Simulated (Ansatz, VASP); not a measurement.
# Ge (Sigma11 (113)[1-10] symmetric tilt boundary in Ge) in two plane-wave programs

Wanted: the spread between two codes on one cell, functional and k mesh. The cell is taken from a series of runs on this material, whose earlier steps may have relaxed, scaled, displaced or heated it; both programs get it as it stands.

Calculated with Ansatz 0.2.0; plane waves, with VASP 6.6.1 beside it; single point at PBE.

### Step 1. The starting structure

The cell holds 48 atoms: 48 Ge. Its edges and angles: a = 8.146 Å, b = 7.055 Å, c = 20.857 Å, α = 90.0°, β = 90.0°, γ = 106.8°. It derives from Ge. Two grains of Ge, one the mirror image of the other in the boundary plane, two boundaries a cell; of 6 trial joints (lateral shifts, openings, close atoms taken out) the lowest after a short relaxation with the MACE-MP-0b2 potential was kept (shift [0.5, 0.0] of the surface cell, opening 0.87 A, one of each pair under 1.74 A removed), then its atoms and the cell's length along the normal were relaxed with that potential. Lattice constants are starting values near those of PBE. The structure's axis is c.

### Step 2. VASP: single point, PBE

A single point gives forces, pressure and levels at one fixed geometry, so differences don't come from the geometry; what else differs is listed under the comparison.

Lines of VASP's logs that name or quote its potential files are left out, and so is its time.

INCAR

```
SYSTEM = Ge
PREC = Accurate
ENCUT = 410
EDIFF = 1E-06
NELM = 120
ISMEAR = -1
SIGMA = 0.025
LREAL = Auto
ALGO = Normal
GGA = PE
NBANDS = 392
LORBIT = 11
LWAVE = .FALSE.
LCHARG = .FALSE.
ISIF = 2
LASPH = .TRUE.
GGA_COMPAT = .FALSE.
KPAR = 4
```

POSCAR

```
Ge
1.0
    8.1458700000      0.0000000000      0.0000000000
   -2.0364700000      6.7542000000      0.0000000000
    0.0000000000      0.0000000000     20.8565900000
Ge
48
Direct
    0.3640225000      0.4561000000      0.0118300000
    0.4561300000      0.8245000000      0.0307450000
    0.2276300000      0.9105400000      0.0944000000
    0.3178700000      0.2714850000      0.1139300000
    0.0908400000      0.3633500000      0.1758850000
    0.1815600000      0.7262300000      0.1977900000
    0.4548300000      0.8193000000      0.2587550000
    0.0455400000      0.1821500000      0.2806550000
    0.3185100000      0.2740200000      0.3425550000
    0.4087200000      0.6348700000      0.3621250000
    0.1802200000      0.7208925000      0.4257250000
    0.2723200000      0.0892800000      0.4445750000
    0.6140225000      0.4561000000      0.9445400000
    0.7061300000      0.8245000000      0.9256250000
    0.4776300000      0.9105400000      0.8619700000
    0.5678700000      0.2714850000      0.8424400000
    0.3408400000      0.3633500000      0.7804850000
    0.4315600000      0.7262300000      0.7585800000
    0.7048300000      0.8193000000      0.6976150000
    0.2955400000      0.1821500000      0.6757150000
    0.5685100000      0.2740200000      0.6138150000
    0.6587200000      0.6348700000      0.5942450000
    0.4302200000      0.7208925000      0.5306450000
    0.5223200000      0.0892800000      0.5117950000
    0.8640225000      0.4561000000      0.0118300000
    0.9561300000      0.8245000000      0.0307450000
    0.7276300000      0.9105400000      0.0944000000
    0.8178700000      0.2714850000      0.1139300000
    0.5908400000      0.3633500000      0.1758850000
    0.6815600000      0.7262300000      0.1977900000
    0.9548300000      0.8193000000      0.2587550000
    0.5455400000      0.1821500000      0.2806550000
    0.8185100000      0.2740200000      0.3425550000
    0.9087200000      0.6348700000      0.3621250000
    0.6802200000      0.7208925000      0.4257250000
    0.7723200000      0.0892800000      0.4445750000
    0.1140225000      0.4561000000      0.9445400000
    0.2061300000      0.8245000000      0.9256250000
    0.9776300000      0.9105400000      0.8619700000
    0.0678700000      0.2714850000      0.8424400000
    0.8408400000      0.3633500000      0.7804850000
    0.9315600000      0.7262300000      0.7585800000
    0.2048300000      0.8193000000      0.6976150000
    0.7955400000      0.1821500000      0.6757150000
    0.0685100000      0.2740200000      0.6138150000
    0.1587200000      0.6348700000      0.5942450000
    0.9302200000      0.7208925000      0.5306450000
    0.0223200000      0.0892800000      0.5117950000
```

KPOINTS

```
Automatic mesh
0
Gamma
2 3 1
0 0 0
```

The projector-augmented-wave data sets are Ge_d (PBE family, release 64).

Command:

```bash
$ mpirun -np 8 vasp_std
```

Numbers of over 12 decimals in the logs are rounded to 6 here.

Output:

```text
[banner, memory and clock lines left out]
running    8 mpi-ranks, on    1 nodes
[...]
|                                                                             |
|           W    W    AA    RRRRR   N    N  II  N    N   GGGG   !!!           |
|           W    W   A  A   R    R  NN   N  II  NN   N  G    G  !!!           |
|           W    W  A    A  R    R  N N  N  II  N N  N  G       !!!           |
|           W WW W  AAAAAA  RRRRR   N  N N  II  N  N N  G  GGG   !            |
|           WW  WW  A    A  R   R   N   NN  II  N   NN  G    G                |
|           W    W  A    A  R    R  N    N  II  N    N   GGGG   !!!           |
|                                                                             |
|     For optimal performance we recommend to set                             |
|       NCORE = 2 up to number-of-cores-per-socket                            |
|     NCORE specifies how many cores store one orbital (NPAR=cpu/NCORE).      |
|     This setting can greatly improve the performance of VASP for DFT.       |
|     The default, NCORE=1 might be grossly inefficient on modern             |
|     multi-core architectures or massively parallel machines. Do your        |
|     Unfortunately you need to use the default for GW and RPA                |
|     calculations (for HF NCORE is supported but not extensively tested      |
|     yet).                                                                   |
|                                                                             |

 LDA part: xc-table for (Slater+PW92), standard interpolation
 POSCAR, INCAR and KPOINTS ok, starting setup
[...]
entering main loop
       N       E                     dE             d eps       ncg     rms          rms(c)
DAV:   1     0.108630276060E+05    0.10863E+05   -0.23035E+05  3232   0.417E+03
DAV:   2     0.226728456363E+04   -0.85957E+04   -0.83616E+04  3136   0.976E+02
DAV:   3     0.150855030631E+03   -0.21164E+04   -0.20095E+04  3200   0.276E+02
DAV:   4    -0.186764618806E+03   -0.33762E+03   -0.31739E+03  3512   0.110E+02
[...]
DAV:  16    -0.210244354048E+03   -0.63807E-05   -0.63373E-05  4048   0.102E-01    0.406E-03
DAV:  17    -0.210244366889E+03   -0.12840E-04   -0.11440E-04  3824   0.357E-02    0.405E-03
DAV:  18    -0.210244367458E+03   -0.56966E-06   -0.65510E-06  2720   0.194E-02
   1 F= -.21024437E+03 E0= -.21021485E+03  d E =-.590299E-01
```

Parts of OUTCAR (step 2):

```text
  Total        8.4288563      0.5367576      5.8870252      0.0120371      0.0000000      0.0000000
  in kB       11.7685928      0.7494352      8.2196208      0.0168066      0.0000000      0.0000000
  external PRESSURE =       6.9125496 kB  Pullay stress =       0.0000000 kB

 POSITION                                       TOTAL-FORCE (eV/Angst)
 -----------------------------------------------------------------------------------
      2.03645      3.08059      0.24673        -0.003776      0.165697     -0.127292
      2.03651      5.56884      0.64124        -0.002776     -0.144872     -0.074959
     -0.00004      6.14997      1.96886         0.015271     -0.024845     -0.009139
      2.03646      1.83366      2.37619         0.001893     -0.035174      0.200395
      0.00002      2.45414      3.66836        -0.000442      0.096254      0.047261
      0.00002      4.90510      4.12522         0.003891      0.048247     -0.009710
      2.03651      5.53372      5.39675        -0.005179     -0.049122      0.008418
      0.00002      1.23028      5.85351        -0.002698     -0.097130     -0.054300
      2.03651      1.85079      7.14453        -0.000732      0.035249     -0.201572
      2.03649      4.28804      7.55269        -0.014740      0.025001      0.002541
     -0.00003      4.86905      8.87917         0.004349      0.145298      0.074619
      2.03647      0.60301      9.27232         0.004939     -0.164601      0.125208
      4.07291      3.08059     19.69988        -0.003776      0.165697      0.127292
      4.07297      5.56884     19.30538        -0.002776     -0.144872      0.074959
[...]
-----------------------------------------------------------------------------------
    total drift:                                0.019999     -0.001491      0.000177

  FREE ENERGIE OF THE ION-ELECTRON SYSTEM (eV)
  ---------------------------------------------------
  free  energy   TOTEN  =      -210.2443674583 eV

  energy  without entropy=     -210.1853375436  energy(sigma->0) =     -210.21485250

[... 3 further parts left out ...]
[key lines of the parts left out:]
E-fermi :   4.2075
```

The run ends at a pressure of 0.69 GPa, with forces up to 0.21 eV/Å.

### Step 3. Ansatz: single point, PBE

Ansatz runs on its default PAW (the set named soft_2) files.

The same cell, functional, mesh and smearing now go to Ansatz, which takes its cutoff from its data sets.

input.yaml

```yaml
crystal:
  lattice:
    - [8.14587, 0.0, 0.0]
    - [-2.03647, 6.7542, 0.0]
    - [0.0, 0.0, 20.85659]
  atoms:
    - { symbol: Ge, position: [0.36403, 0.4561, 0.01183] }
    - { symbol: Ge, position: [0.45613, 0.8245, 0.03074] }
    - { symbol: Ge, position: [0.22763, 0.91054, 0.0944] }
    - { symbol: Ge, position: [0.31787, 0.27149, 0.11393] }
    - { symbol: Ge, position: [0.09084, 0.36335, 0.17588] }
    - { symbol: Ge, position: [0.18156, 0.72623, 0.19779] }
    - { symbol: Ge, position: [0.45483, 0.8193, 0.25875] }
    - { symbol: Ge, position: [0.04554, 0.18215, 0.28065] }
    - { symbol: Ge, position: [0.31851, 0.27402, 0.34255] }
    - { symbol: Ge, position: [0.40872, 0.63487, 0.36212] }
    - { symbol: Ge, position: [0.18022, 0.72089, 0.42572] }
    - { symbol: Ge, position: [0.27232, 0.08928, 0.44457] }
    - { symbol: Ge, position: [0.61402, 0.4561, 0.94454] }
    - { symbol: Ge, position: [0.70613, 0.8245, 0.92562] }
    - { symbol: Ge, position: [0.47763, 0.91054, 0.86197] }
    - { symbol: Ge, position: [0.56787, 0.27148, 0.84244] }
    - { symbol: Ge, position: [0.34084, 0.36335, 0.78048] }
    - { symbol: Ge, position: [0.43156, 0.72623, 0.75858] }
    - { symbol: Ge, position: [0.70483, 0.8193, 0.69761] }
    - { symbol: Ge, position: [0.29554, 0.18215, 0.67571] }
    - { symbol: Ge, position: [0.56851, 0.27402, 0.61381] }
    - { symbol: Ge, position: [0.65872, 0.63487, 0.59424] }
    - { symbol: Ge, position: [0.43022, 0.72089, 0.53064] }
    - { symbol: Ge, position: [0.52232, 0.08928, 0.51179] }
    - { symbol: Ge, position: [0.86402, 0.4561, 0.01183] }
    - { symbol: Ge, position: [0.95613, 0.8245, 0.03074] }
    - { symbol: Ge, position: [0.72763, 0.91054, 0.0944] }
    - { symbol: Ge, position: [0.81787, 0.27149, 0.11393] }
    - { symbol: Ge, position: [0.59084, 0.36335, 0.17588] }
    - { symbol: Ge, position: [0.68156, 0.72623, 0.19779] }
    - { symbol: Ge, position: [0.95483, 0.8193, 0.25875] }
    - { symbol: Ge, position: [0.54554, 0.18215, 0.28065] }
    - { symbol: Ge, position: [0.81851, 0.27402, 0.34255] }
    - { symbol: Ge, position: [0.90872, 0.63487, 0.36212] }
    - { symbol: Ge, position: [0.68022, 0.72089, 0.42572] }
    - { symbol: Ge, position: [0.77232, 0.08928, 0.44457] }
    - { symbol: Ge, position: [0.11402, 0.4561, 0.94454] }
    - { symbol: Ge, position: [0.20613, 0.8245, 0.92562] }
    - { symbol: Ge, position: [0.97763, 0.91054, 0.86197] }
    - { symbol: Ge, position: [0.06787, 0.27148, 0.84244] }
    - { symbol: Ge, position: [0.84084, 0.36335, 0.78048] }
    - { symbol: Ge, position: [0.93156, 0.72623, 0.75858] }
    - { symbol: Ge, position: [0.20483, 0.8193, 0.69761] }
    - { symbol: Ge, position: [0.79554, 0.18215, 0.67571] }
    - { symbol: Ge, position: [0.06851, 0.27402, 0.61381] }
    - { symbol: Ge, position: [0.15872, 0.63487, 0.59424] }
    - { symbol: Ge, position: [0.93022, 0.7209, 0.53064] }
    - { symbol: Ge, position: [0.02232, 0.08928, 0.51179] }
kpoints:
  mp_grid: { grid: [2, 3, 1] }
hamiltonian:
  xc: pbe
scf:
  occupations: { method: fermi_dirac, width: 0.025 }
output:
  forces: true
```

Command:

```bash
$ ansatz run input.yaml --threads 6 --pin off --max-ram 102400MiB --backend cuda --events-out ev --progress --plain --runs-dir out
```

Output:

```text
Warning: the atoms were moved onto the symmetric positions of the space group found under crystal.symmetry.tolerance 1.0e-5 (fractional; no operation is sought that the atoms, as they stand in a round, miss by more than twice it, and no atom is moved by as much as it), and the run uses the moved positions. Before a round's move an operation carried an atom to 1.61e-4 Å from where it should land, the largest such dist [...]
Engine: ansatz 0.2.0, x86_64-unknown-linux-gnu
Pseudopotentials: kind: paw
Pseudopotential: Ge, paw, valence charge 14, recommended cutoff 420 eV (normal), Ge.paw.azcp
Functional definition: PBE
  parameter kappa = 0.804
  parameter beta = 0.066725
  exchange = pbe_x(kappa = kappa, mu = beta*pi^2/3)
  correlation = pbe_c(beta = beta)
device memory: the entry about to start is reckoned to put 16.1 GiB on a device that reports 69.8 GiB free
GPU FFT provider: cuFFT
GPU libraries: cuBLAS 13.8.2, cuFFT 12.4.0, cuSOLVER 12.3.4
Crystal: 48 atoms, lattice volume = 1147.505 Å³
Basis set: ecut = 420 eV, 22453 PW (Γ), exchange–correlation on 120×96×288 points (8 copies of the dense FFT grid, shifted against one another)
Bands: 384, of which v1, the nominal top of the filled ones, is band 336 counted from 1 (335 counted from 0)
Symmetry: 4 space group operations
Space group: Aem2 (ITA 39), of the structure as read, at distance tolerance 1.0e-4 Å
k-points: 4 of 6 (time reversal used)
Non-local potential: Ge, projectors of the file, l = 0: 2, l = 1: 2, l = 2: 3, l = 3: 1
PAW form: soft (Blöchl's): semilocal exchange-correlation on the pseudo side does not see the compensation charge
PAW one-centre angular grid: Ge, 590 points (default); XC on 64 Gauss nodes
Initial density: superposition of atomic densities (neutral atoms: chi_scale 0, normalization atom), corrected by the library's trained network
Initial wavefunctions: pseudopotential atomic-orbital guess
GPU buffer pool allocated for 414720 grid points (all kernels)
GPU transforms: local potential and band sums: pruned to the plane-wave sphere, on 60×48×144
Functional: x = pbe(κ = 0.804, μ = 0.219515), c = pbe(β = 0.066725)
SCF iter   1: F=—  HF=-206152.650560 eV  |F-HF|=—  |Δ(HF+E_count)|=         —  Δρ=2.58e-3  dr2=2.88e-1  ethr=1.77e-3  ⟨swp⟩=6.0  Hψ=5407  notcnv=0  defer=7
preconditioner: auto → LDOS  [metal: Δε(μ)=0.044 eV  Ē_g=21.509 eV  σ=0.025 eV  W_gap=0.37  n_scr=302 (ndim 8)  ℏωp=28.4 eV  f_vac=0.093  D(μ)=24.83/eV (n_scr^D=144)  β→1.0]
SCF iter   2: F=—  HF=-206152.609480 eV  |F-HF|=—  |Δ(HF+E_count)|=   4.11e-2  Δρ=1.66e-3  dr2=6.26e-2  ethr=4.29e-5  ⟨swp⟩=2.0  Hψ=3170  notcnv=0  defer=158
SCF iter   3: F=—  HF=-206152.597023 eV  |F-HF|=—  |Δ(HF+E_count)|=   1.25e-2  Δρ=9.70e-4  dr2=3.49e-2  ethr=9.32e-6  ⟨swp⟩=2.0  Hψ=2756  notcnv=0  defer=158
SCF iter   4: F=—  HF=-206152.590747 eV  |F-HF|=—  |Δ(HF+E_count)|=   6.28e-3  Δρ=4.00e-4  dr2=1.03e-2  ethr=5.20e-6  ⟨swp⟩=2.0  Hψ=2724  notcnv=0  defer=158
SCF iter   5: F=—  HF=-206152.590629 eV  |F-HF|=—  |Δ(HF+E_count)|=   1.19e-4  Δρ=1.84e-4  dr2=1.16e-3  ethr=1.54e-6  ⟨swp⟩=2.0  Hψ=1602  notcnv=0  defer=158
SCF iter   6: F=—  HF=-206152.587036 eV  |F-HF|=—  |Δ(HF+E_count)|=   3.59e-3  Δρ=6.44e-5  dr2=1.79e-4  ethr=1.73e-7  ⟨swp⟩=2.0  Hψ=2724  notcnv=0  defer=158
SCF iter   7: F=—  HF=-206152.587012 eV  |F-HF|=—  |Δ(HF+E_count)|=   2.35e-5  Δρ=2.31e-5  dr2=1.90e-5  ethr=2.66e-8  ⟨swp⟩=2.0  Hψ=2724  notcnv=0  defer=158
SCF iter   8: F=—  HF=-206152.588046 eV  |F-HF|=—  |Δ(HF+E_count)|=   1.03e-3  Δρ=8.39e-6  dr2=2.16e-6  ethr=2.83e-9  ⟨swp⟩=2.0  Hψ=2830  notcnv=0  defer=158
SCF iter   9: F=—  HF=-206152.588046 eV  |F-HF|=—  |Δ(HF+E_count)|=   2.53e-7  Δρ=3.65e-6  dr2=2.21e-7  ethr=3.21e-10  ⟨swp⟩=2.0  Hψ=2673  notcnv=0  defer=158
SCF iter  10: F=-206152.588046 eV  HF=-206152.588046 eV  |F-HF|=1.48e-8  |Δ(HF+E_count)|=   8.32e-9  Δρ=1.54e-6  dr2=4.67e-8  ethr=1.49e-11  ⟨swp⟩=4.0  Hψ=4564  notcnv=0
SCF 1 converged in 10 iterations: F = -206152.588046 eV  dr2 = 4.67e-8
  greatest PAW one-centre occupation: 0.998 electrons in one spin orbital (limit 2), on the Ge atom at site 37 (counted from 0), in its partial waves of l = 2
SCF converged after 10 iterations
Free energy (F): -206152.588046 eV
Harris-Foulkes:  -206152.588046 eV  (|F-HF|=1.48e-8)
Internal energy: -206152.528856 eV  (E = F + TS)
E sigma→0 (E₀):  -206152.558451 eV
Entropy (-TS):   -0.059189 eV (-1.233 meV/atom)
Fermi energy:    7.604452 eV
--- Per-component energies (eV) ---
  E_band       = -7578.466394
  E_kinetic    = 5325.113652
  E_local      = -121360.232679  (includes V_loc(G=0)·N_el)
  E_nonlocal   = 20062.249694
  E_hartree    = 53226.524629
  E_xc         = -3615.851173
  E_vxc        = -3084.736433  (∫ρ·V_xc dr)
  E_paw        = -96928.206486  (= ΣΔE_a)
  E_vpaw       = -14973.913418  (= ΣTr[D̂ρ^β])
  E_aug_tail   = 0.015813  (compensation charges beyond the density's cutoff)
  E_ewald      = -62862.142308
  E_smearing   = -0.059189  (= −TS)
  E_closure    = -0.000000  (closes the sum)
  Σ components = -206152.588046   (vs F -206152.588046, Δ=0.00e0)
--- Forces (eV/Å), atoms counted from 1 ---
  atom   1  Ge    -0.00475910     0.16536812    -0.12525690
  atom   2  Ge    -0.00412818    -0.14429988    -0.07910428
  atom   3  Ge     0.01625145    -0.02523778    -0.01047370
  atom   4  Ge     0.00130080    -0.03501181     0.20022215
  atom   5  Ge     0.00171397     0.09633724     0.04932343
  atom   6  Ge     0.00616362     0.04837856    -0.00948351
  atom   7  Ge    -0.00620968    -0.04992530     0.00779687
  atom   8  Ge    -0.00178168    -0.09658297    -0.05571676
  atom   9  Ge    -0.00126167     0.03549752    -0.20108087
  atom  10  Ge    -0.01589981     0.02599938     0.00358470
  atom  11  Ge     0.00380243     0.14525985     0.07805778
  atom  12  Ge     0.00480777    -0.16578106     0.12348409
  atom  13  Ge    -0.00475910     0.16536812     0.12525690
  atom  14  Ge    -0.00412818    -0.14429988     0.07910428
  atom  15  Ge     0.01625145    -0.02523778     0.01047370
  atom  16  Ge     0.00130080    -0.03501181    -0.20022215
  atom  17  Ge     0.00171397     0.09633724    -0.04932343
  atom  18  Ge     0.00616362     0.04837856     0.00948351
  atom  19  Ge    -0.00620968    -0.04992530    -0.00779687
  atom  20  Ge    -0.00178168    -0.09658297     0.05571676
  atom  21  Ge    -0.00126167     0.03549752     0.20108087
  atom  22  Ge    -0.01589981     0.02599938    -0.00358470
  atom  23  Ge     0.00380243     0.14525985    -0.07805778
  atom  24  Ge     0.00480777    -0.16578106    -0.12348409
[...]
atom  41  Ge     0.00171397     0.09633724    -0.04932343
  atom  42  Ge     0.00616362     0.04837856     0.00948351
  atom  43  Ge    -0.00620968    -0.04992530    -0.00779687
  atom  44  Ge    -0.00178168    -0.09658297     0.05571676
  atom  45  Ge    -0.00126167     0.03549752     0.20108087
  atom  46  Ge    -0.01589981     0.02599938    -0.00358470
  atom  47  Ge     0.00380243     0.14525985    -0.07805778
  atom  48  Ge     0.00480777    -0.16578106    -0.12348409
  max |Σ_I F_I| component: 7.48e-6 eV/Å
```

In the SCF lines HF is the Harris–Foulkes energy and dr2 the Hartree energy of the density residual, in eV; the loop may stop once dr2 is under the threshold and the program's other checks hold. Hψ counts applications of the Hamiltonian.

### Step 4. Comparison

Known differences besides the potentials themselves: the cutoff is 420 eV in Ansatz and 410 eV in VASP (PREC = Accurate, projectors in real space). Total energies have different zeros and are not compared.

Forces on 10 of the 48 atoms, those with the largest forces and the largest differences (eV/Å; atoms numbered as in POSCAR):

```
atom          Ansatz x, y, z            VASP x, y, z
 Ge1   -0.005, 0.165, -0.125   -0.004, 0.166, -0.127
 Ge2  -0.004, -0.144, -0.079  -0.003, -0.145, -0.075
Ge13    -0.005, 0.165, 0.125    -0.004, 0.166, 0.127
Ge14   -0.004, -0.144, 0.079   -0.003, -0.145, 0.075
Ge24   0.005, -0.166, -0.123   0.005, -0.165, -0.125
Ge25   -0.005, 0.165, -0.125   -0.004, 0.166, -0.127
Ge26  -0.004, -0.144, -0.079  -0.003, -0.145, -0.075
Ge36    0.005, -0.166, 0.123    0.005, -0.165, 0.125
Ge37    -0.005, 0.165, 0.125    -0.004, 0.166, 0.127
Ge48   0.005, -0.166, -0.123   0.005, -0.165, -0.125
```

The forces differ by 1.4 meV/Å r.m.s., which is 1.6 % of the r.m.s. force of 0.084 eV/Å (both taken over all components).

### Step 5. Results

```
r.m.s. force difference (single point, PBE) : 1.4 meV/Å
```

**Reading.** The r.m.s. force difference is 1.4 meV/Å (single point, PBE), within the 12 meV/Å picked in this series as the mark of a large difference. How closely two codes agree says nothing of how well the functional describes the real material.

[Lines on the potential files, build, host, timing and source positions are cut from VASP's logs without a mark.]

[Logs are printed without paths, hosts, clocks, repeated set-up lines and the standing remarks that a program may print on its own settings, such as how far it seeks lower states.]

[Hosts, paths, dates, database ids (printed as entryN), source tags and the programs' standing remarks are cut or masked in the printed files.]
